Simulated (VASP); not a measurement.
Input:

```yaml
crystal:
  lattice:
    - [6.35016, 0.00000, 0.00000]
    - [0.00000, 6.35016, 0.00000]
    - [0.00000, 0.00000, 6.35016]
  atoms:
    - { symbol: Zn, position: [0.00000, 0.00000, 0.00000] }
    - { symbol: Te, position: [0.24114, 0.24114, 0.24114] }
    - { symbol: Te, position: [0.75886, 0.75886, 0.24114] }
    - { symbol: Te, position: [0.75886, 0.24114, 0.75886] }
    - { symbol: Te, position: [0.24114, 0.75886, 0.75886] }
    - { symbol: Mg, position: [0.50000, 0.50000, 0.00000] }
    - { symbol: Mg, position: [0.50000, 0.00000, 0.50000] }
    - { symbol: Mg, position: [0.00000, 0.50000, 0.50000] }
```

These are PBEsol GGA, VASP's PBE PAW potentials (set 64) (plane waves; VASP) values and carry that method's errors. Run with 400 eV cut-off, 3×3×3 Γ-centred mesh, Gaussian smearing of 0.050 eV, potentials Zn Te Mg.

Unless said otherwise, spin-orbit coupling is left out, though it shifts the bands of the heavy elements here.

Question: Predict the energy per atom (σ→0), band gap (on the k-mesh) with the smallest direct gap where there is one.

Answer: 
```json
{
  "band gap (on the k-mesh)": "1.83 eV",
  "smallest direct gap (on the k-mesh)": "1.83 eV",
  "energy per atom (σ→0)": "-3.309 eV/atom"
}
```

The structure was generated: Mg3ZnTe4 was put into an ordered model structure (P-43m), which need not be its known phase. It was relaxed first. The start is the result of an earlier pass.
